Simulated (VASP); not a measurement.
VASP input:

### INCAR
```
SYSTEM = CdO
PREC = Accurate
ENCUT = 520
EDIFF = 1E-7
NELM = 100
ALGO = Normal
LREAL = .FALSE.
LASPH = .TRUE.
ISMEAR = -5
GGA = PS
LMAXMIX = 4
LWAVE = .FALSE.
LCHARG = .TRUE.
LORBIT = 11
NEDOS = 601
ISIF = 2
```

### POSCAR
```
CdO
1.0
  0.0000000000   2.3535523144   2.3535523144
  2.3535523144   0.0000000000   2.3535523144
  2.3535523144   2.3535523144   0.0000000000
Cd O
1 1
Cart
  0.0000000000   0.0000000000   0.0000000000
  2.3535523144   2.3535523144   2.3535523144
```

**KPOINTS**
```
Automatic
0
gamma
  15 15 15
0 0 0
```

POTCAR, in this order: Cd O (PBE.64 set). Program: vasp_std.

### Question
Write an equivalent input for Quantum ESPRESSO's pw.x.

### Answer
One equivalent input (not run):
```
&CONTROL
  calculation = 'scf'
  pseudo_dir = './pseudo'
  outdir = './out'
  tprnfor = .true.
  tstress = .true.
/
&SYSTEM
  ibrav = 0
  nat = 2
  ntyp = 2
  ecutwfc = 102
  occupations = 'tetrahedra'
  input_dft = 'pbesol'
/
&ELECTRONS
  conv_thr = 7.3e-09
  electron_maxstep = 100
/
ATOMIC_SPECIES
  Cd 112.414 Cd.upf
  O 15.999 O.upf
CELL_PARAMETERS angstrom
     0.0000000    2.3535523    2.3535523
     2.3535523    0.0000000    2.3535523
     2.3535523    2.3535523    0.0000000
ATOMIC_POSITIONS crystal
  Cd   0.0000000  0.0000000  0.0000000
  O    0.5000000  0.5000000  0.5000000
K_POINTS automatic
  15 15 15 0 0 0
```
What does not carry over: the potentials are each code's own (VASP's PAW set, PseudoDojo norm-conserving files in pw.x), so ENCUT and ecutwfc are chosen apart and not converted; conv_thr bounds pw.x's estimated SCF error, while EDIFF bounds the energy change between steps.

The compound is CdO in the rock salt structure. It was relaxed first.
